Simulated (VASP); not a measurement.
All values below come from r2SCAN meta-GGA, VASP's PBE PAW potentials (set 64) (plane waves; VASP).

Input for VASP

### KPOINTS
```
Regular mesh
0
gamma
5 5 4
0 0 0
```

**POSCAR**
```
Na2SO4
5.2255290
  0.5335658400  -0.8457584943   0.0000000000
  0.5335658400   0.8457584943   0.0000000000
  0.0000000000   0.0000000000   1.3217390382
Na S O
4 2 8
direct
  0.1894696053   0.8105303947   0.2500000000
  0.8105303947   0.1894696053   0.7500000000
  0.5000000000   0.5000000000   0.0000000000
  0.5000000000   0.5000000000   0.5000000000
  0.8498684139   0.1501315861   0.2500000000
  0.1501315861   0.8498684139   0.7500000000
  0.2459510696   0.7540489304   0.5764491556
  0.7540489304   0.2459510696   0.4235508444
  0.7540489304   0.2459510696   0.0764491556
  0.2459510696   0.7540489304   0.9235508444
  0.1647521508   0.2680185630   0.2500000000
  0.8352478492   0.7319814370   0.7500000000
  0.2680185630   0.1647521508   0.7500000000
  0.7319814370   0.8352478492   0.2500000000
```

INCAR:
```
! general
SYSTEM  = Na2SO4
PREC    = Accurate
ENCUT   = 520
LREAL   = Auto
LASPH   = .TRUE.

! electronic loop
EDIFF   = 1E-7
NELM    = 100
ALGO    = Normal
LMIXTAU = .TRUE.

! smearing
ISMEAR  = -5

! functional
METAGGA = R2SCAN

! ions
ISIF    = 2

! output
LWAVE   = .FALSE.
LCHARG  = .FALSE.
LORBIT  = 11
NEDOS   = 601

! other
LEFG    = .TRUE.
```

KPOINTS_OPT:
```
k-points along high-symmetry lines
5
Line-mode
Reciprocal
  0.000000   0.000000   0.000000 ! GAMMA
 -0.500000   0.500000   0.000000 ! Y

 -0.500000   0.500000   0.000000 ! Y
 -0.349481   0.650519   0.000000 ! C_0

  0.349481   0.349481   0.000000 ! SIGMA_0
  0.000000   0.000000   0.000000 ! GAMMA

  0.000000   0.000000   0.000000 ! GAMMA
  0.000000   0.000000   0.500000 ! Z

  0.000000   0.000000   0.500000 ! Z
  0.349481   0.349481   0.500000 ! A_0

 -0.349481   0.650519   0.500000 ! E_0
 -0.500000   0.500000   0.500000 ! T

 -0.500000   0.500000   0.500000 ! T
 -0.500000   0.500000   0.000000 ! Y

  0.000000   0.000000   0.000000 ! GAMMA
  0.000000   0.500000   0.000000 ! S

  0.000000   0.500000   0.000000 ! S
  0.000000   0.500000   0.500000 ! R

  0.000000   0.500000   0.500000 ! R
  0.000000   0.000000   0.500000 ! Z

  0.000000   0.000000   0.500000 ! Z
 -0.500000   0.500000   0.500000 ! T
```

POTCAR, in this order: Na_pv S O (PBE.64 set). Program: vasp_std.

Task: Estimate the energy per atom (σ→0), band gap (over mesh and band path).

Result: 
```yaml
energy per atom (σ→0): -7.563 eV/atom
band gap (over mesh and band path): 6.05 eV
```

### OSZICAR
```
...
DAV:  24    -0.105886535137E+03   -0.47616E-06   -0.93338E-08  2096   0.266E-03    0.386E-04
DAV:  25    -0.105886534977E+03    0.16016E-06   -0.11581E-08  2192   0.114E-03    0.932E-05
DAV:  26    -0.105886535099E+03   -0.12211E-06   -0.48321E-09  1956   0.605E-04    0.770E-05
DAV:  27    -0.105886535125E+03   -0.26476E-07   -0.98835E-10  1872   0.297E-04
   1 F= -.10588654E+03 E0= -.10588654E+03  d E =0.000000E+00
       N       E                     dE             ncg
       N       E                     dE             ncg
       N       E                     dE             ncg
```

The structure comes from a computed database's Na2SO4 entry (Cmcm); how it stands against other phases isn't given here. It was relaxed first.
